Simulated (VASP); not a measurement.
Method: PBEsol GGA, VASP's PBE PAW potentials (set 64) (plane waves; VASP).

A VASP calculation is set up with these files.

**POSCAR**
```
Sn2Si6
1
    5.6994905406    -0.0104519503    -0.0104519503
   -0.0104519503     5.6994905406    -0.0104519503
   -0.0104519503    -0.0104519503     5.6994905406
Sn Si
2 6
Direct
  0.9876498642   0.9876498642   0.9876498642
  0.2623501358   0.2623501358   0.2623501358
  0.5114200784   0.5114200784   0.9871424303
  0.7385799216   0.7385799216   0.2628575697
  0.5114200784   0.9871424303   0.5114200784
  0.7385799216   0.2628575697   0.7385799216
  0.9871424303   0.5114200784   0.5114200784
  0.2628575697   0.7385799216   0.7385799216
```

**KPOINTS**
```
K-points
0
gamma
 4 4 4
0 0 0
```

**INCAR**
```
ALGO = Normal
NELM = 100   ! most electronic steps
LMAXMIX = 4   ! l cut-off of mixed one-centre charges
ISMEAR = 0   ! Gaussian
ISIF = 3
ENCUT = 400
LCHARG = .FALSE.
EDIFFG = -0.02   ! ionic stop
LASPH = .TRUE.   ! aspherical one-centre terms
IBRION = 2
LWAVE = .FALSE.
LREAL = .FALSE.   ! projection in real space or not
GGA = PS   ! PBEsol
SIGMA = 0.05   ! width (eV)
SYSTEM = Sn2Si6
EDIFF = 1E-6   ! SCF stop (eV)
PREC = Accurate
NSW = 60
```

POTCAR, in this order: Sn_d Si (PBE.64 set). Program: vasp_std.

What VASP printed:

**OSZICAR**
```
       N       E                     dE             d eps       ncg     rms          rms(c)
DAV:   1     0.353998934844E+03    0.35400E+03   -0.19872E+04   806   0.152E+03
DAV:   2     0.623300723571E+01   -0.34777E+03   -0.33976E+03   820   0.396E+02
DAV:   3    -0.406686384741E+02   -0.46902E+02   -0.45790E+02   985   0.138E+02
DAV:   4    -0.426442253600E+02   -0.19756E+01   -0.19662E+01   974   0.318E+01
DAV:   5    -0.427156918265E+02   -0.71466E-01   -0.71422E-01  1206   0.603E+00    0.886E+00
DAV:   6    -0.421740051257E+02    0.54169E+00   -0.43047E-01  1038   0.441E+00    0.525E+00
DAV:   7    -0.419466950634E+02    0.22731E+00   -0.55673E-01   994   0.377E+00    0.445E-01
DAV:   8    -0.419468383257E+02   -0.14326E-03   -0.51987E-02  1052   0.185E+00    0.214E-01
DAV:   9    -0.419477023733E+02   -0.86405E-03   -0.39586E-03   946   0.316E-01    0.119E-01
DAV:  10    -0.419477780380E+02   -0.75665E-04   -0.30406E-04  1164   0.118E-01    0.654E-02
DAV:  11    -0.419478472325E+02   -0.69194E-04   -0.11335E-04   939   0.763E-02    0.152E-02
DAV:  12    -0.419478447484E+02    0.24841E-05   -0.10692E-05   892   0.237E-02    0.437E-03
DAV:  13    -0.419478455086E+02   -0.76023E-06   -0.25517E-06   807   0.860E-03
   1 F= -.41947846E+02 E0= -.41947355E+02  d E =-.419478E+02
       N       E                     dE             d eps       ncg     rms          rms(c)
DAV:   1    -0.419500225817E+02   -0.21778E-02   -0.25201E-01   979   0.302E+00    0.239E-01
DAV:   2    -0.419495689032E+02    0.45368E-03   -0.11181E-02  1052   0.840E-01    0.123E-01
DAV:   3    -0.419490179404E+02    0.55096E-03   -0.20688E-03  1192   0.399E-01    0.408E-02
DAV:   4    -0.419490022439E+02    0.15697E-04   -0.20145E-04   989   0.958E-02    0.210E-02
DAV:   5    -0.419489972795E+02    0.49644E-05   -0.18540E-05  1079   0.277E-02    0.943E-03
DAV:   6    -0.419489966145E+02    0.66500E-06   -0.19963E-06   738   0.102E-02
   2 F= -.41948997E+02 E0= -.41948477E+02  d E =-.115111E-02
       N       E                     dE             d eps       ncg     rms          rms(c)
DAV:   1    -0.419490148792E+02   -0.17600E-04   -0.16493E-03   986   0.242E-01    0.191E-02
DAV:   2    -0.419490118001E+02    0.30791E-05   -0.73238E-05  1021   0.685E-02    0.101E-02
DAV:   3    -0.419490082410E+02    0.35591E-05   -0.14198E-05  1207   0.339E-02    0.341E-03
DAV:   4    -0.419490084318E+02   -0.19086E-06   -0.11306E-06   585   0.826E-03
   3 F= -.41949008E+02 E0= -.41948491E+02  d E =-.116292E-02
       N       E                     dE             d eps       ncg     rms          rms(c)
DAV:   1    -0.419493018441E+02   -0.29360E-03   -0.11716E-02   855   0.589E-01    0.590E-02
DAV:   2    -0.419493204373E+02   -0.18593E-04   -0.83781E-04  1164   0.205E-01    0.291E-02
DAV:   3    -0.419492913630E+02    0.29074E-04   -0.49038E-05   964   0.472E-02    0.123E-02
DAV:   4    -0.419492882799E+02    0.30831E-05   -0.21919E-05   969   0.267E-02    0.291E-03
DAV:   5    -0.419492884459E+02   -0.16597E-06   -0.24114E-06   798   0.106E-02
   4 F= -.41949288E+02 E0= -.41948817E+02  d E =-.280014E-03
```

**OUTCAR**
```
------------------------ aborting loop because EDIFF is reached ----------------------------------------
  FORCE on cell =-STRESS in cart. coord.  units (eV):
  Direction    XX          YY          ZZ          XY          YZ          ZX
  --------------------------------------------------------------------------------------
  Total        0.0050342      0.0050342      0.0050342     -0.0100450     -0.0100450     -0.0100450
  in kB        0.0435088      0.0435088      0.0435088     -0.0868147     -0.0868147     -0.0868147
  external PRESSURE =       0.0435088 kB  Pullay stress =       0.0000000 kB
  volume of cell :      185.38
      direct lattice vectors                 reciprocal lattice vectors
     5.701967441 -0.013540439 -0.013540439     0.175380045  0.000417466  0.000417466
    -0.013540439  5.701967441 -0.013540439     0.000417466  0.175380045  0.000417466
    -0.013540439 -0.013540439  5.701967441     0.000417466  0.000417466  0.175380045
 POSITION                                       TOTAL-FORCE (eV/Angst)
 -----------------------------------------------------------------------------------
      5.60726      5.60726      5.60726        -0.001938     -0.001938     -0.001938
      1.48635      1.48635      1.48635         0.001938      0.001938      0.001938
      2.89326      2.89326      5.61783        -0.000618     -0.000618     -0.001900
      4.20035      4.20035      1.47578         0.000618      0.000618      0.001900
      2.89326      5.61783      2.89326        -0.000618     -0.001900     -0.000618
      4.20035      1.47578      4.20035         0.000618      0.001900      0.000618
      5.61783      2.89326      2.89326        -0.001900     -0.000618     -0.000618
      1.47578      4.20035      4.20035         0.001900      0.000618      0.000618
 -----------------------------------------------------------------------------------
    total drift:                                0.000000      0.000000     -0.000000
  FREE ENERGIE OF THE ION-ELECTRON SYSTEM (eV)
  ---------------------------------------------------
  free  energy   TOTEN  =       -41.9492884459 eV

  energy  without entropy=      -41.9483452345  energy(sigma->0) =      -41.94881684

 reached required accuracy - stopping structural energy minimisation
```
(Selected blocks of OUTCAR.)

**CONTCAR**
```
Sn2Si6
   1.00000000000000
     5.7019674411402343   -0.0135404392046026   -0.0135404392046026
    -0.0135404392046026    5.7019674411402343   -0.0135404392046026
    -0.0135404392046026   -0.0135404392046026    5.7019674411402343
  Sn              Si
     2     6
Direct
     0.9880832822436784    0.9880832822436784    0.9880832822436784
     0.2619167177563217    0.2619167177563217    0.2619167177563217
     0.5109728020036086    0.5109728020036086    0.9876703378340730
     0.7390271979963914    0.7390271979963914    0.2623296621659270
     0.5109728020036086    0.9876703378340730    0.5109728020036086
     0.7390271979963914    0.2623296621659270    0.7390271979963914
     0.9876703378340730    0.5109728020036086    0.5109728020036086
     0.2623296621659270    0.7390271979963914    0.7390271979963914
```

The structure was generated: Sn2Si6 was put into an ordered model structure (R-3m), which need not be its known phase. This run relaxes it. Symmetry was kept, so distortions that lower it aren't found. The start is the result of an earlier pass.
